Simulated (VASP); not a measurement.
All values below come from PBE GGA, VASP's PBE PAW potentials (set 64) (plane waves; VASP).

A VASP calculation is set up with these files.

KPOINTS:
```
kpoints
0
Gamma
9 9 5
0 0 0
```

**INCAR**
```
LMAXMIX = 4
PREC = Normal
ISIF = 2
NELMIN = 4
LWAVE = .False.
EDIFFG = -0.03
ALGO = Fast
ISMEAR = 0   # Gaussian
SIGMA = 0.05
GGA = PE
LREAL = .False.   # projection in real space or not
EDIFF = 1E-5   # SCF stop (eV)
LASPH = .True.   # aspherical one-centre terms
NSW = 20
IBRION = 2
NELM = 100   # most electronic steps
SYSTEM = ZrS2
LCHARG = .False.
ENCUT = 400   # plane-wave cut-off (eV)
```

### POSCAR
```
ZrS2
1
    3.6864607841    -0.0000000000     0.0000000000
   -1.8432303920     3.1925687116     0.0000000000
    0.0000000000     0.0000000000     6.4281359730
Zr S
1 2
Direct
  0.0000000000   0.0000000000   0.0000000000
  0.3333330000   0.6666670000   0.2500000000
  0.6666670000   0.3333330000   0.7500000000
```

POTCAR, in this order: Zr_sv S (PBE.64 set). Program: vasp_std.

Question: What will the output report for the number of irreducible k-points (NKPTS), largest plane-wave count, number of space-group operations, FFT grid (NGX, NGY, NGZ)?

Answer: 
The number of irreducible k-points (NKPTS) is 50 and the largest plane-wave count comes out as 1404. The number of space-group operations is 12 and the FFT grid (NGX, NGY, NGZ) comes out as 18 × 18 × 32.

The compound is ZrS2 in the 1T layered structure. This run relaxes the ions in a fixed cell. Symmetry was kept, so distortions that lower it aren't found.
